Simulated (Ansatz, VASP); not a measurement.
Given: the input of a run of VASP 6.6.1 on K3Pd.

File INCAR:

```
PREC = Accurate
ENCUT = 520
EDIFF = 1E-7
ISMEAR = -1
SIGMA = 0.05
LREAL = False
LASPH = True
NELM = 80
ALGO = Normal
ISIF = 2
LWAVE = False
LCHARG = False
GGA = PE
NBANDS = 26
```

KPOINTS

```
Automatic mesh
0
Gamma
  5 5 5
```

Contents of POSCAR:

```
K3Pd
1.0
    5.3338590966      0.0000000000      0.0000000000
    0.0000000000      5.3338590966      0.0000000000
    0.0000000000      0.0000000000      5.3338590966
Pd K
1 3
Direct
    0.0000000000      0.0000000000      0.0000000000
    0.0000000000      0.5000000000      0.5000000000
    0.5000000000      0.0000000000      0.5000000000
    0.5000000000      0.5000000000      0.0000000000
```

Potentials or basis: VASP PAW PBE potentials, release 64 (Pd, K_sv).

Launch:

```bash
$ cat potpaw_PBE.64/Pd/POTCAR potpaw_PBE.64/K_sv/POTCAR > POTCAR
$ mpirun -np 1 vasp_std > vasp.out
```

Task: Translate it to Ansatz 0.2.0. Potentials there: Ansatz PAW.

Result: As run (the cutoff follows the program's own potentials):

The input input.yaml:

```yaml
crystal:
  lattice:
    - [5.3338590966, 0.0, 0.0]
    - [0.0, 5.3338590966, 0.0]
    - [0.0, 0.0, 5.3338590966]
  atoms:
    - { symbol: Pd, position: [0.0, 0.0, 0.0] }
    - { symbol: K, position: [0.0, 0.5, 0.5] }
    - { symbol: K, position: [0.5, 0.0, 0.5] }
    - { symbol: K, position: [0.5, 0.5, 0.0] }
hamiltonian:
  xc: pbe
  pseudopotentials: { kind: paw }
kpoints:
  mp_grid: { grid: [5, 5, 5] }
scf:
  occupations: { method: fermi_dirac, width: 0.05 }
output:
  forces: true
  stress: true
  eigenvalues: true
```

Potentials or basis: Ansatz PAW.

Run with:

```sh
$ ansatz run input.yaml --threads 2 --pin off --max-ram 5120MiB --backend cpu --events-out ev --progress --plain --runs-dir out
```

Both were run:

|  | VASP | Ansatz | Ansatz less VASP |
| --- | --- | --- | --- |
| gap on the k mesh at the Fermi level (eV) | none | none | - |
| pressure (GPa) | 0.6 | 0.6 | +0.01 |

A gap of «none» marks a metal or a gap that the smearing closes. The two sets of potentials don't hold the same shells in valence.
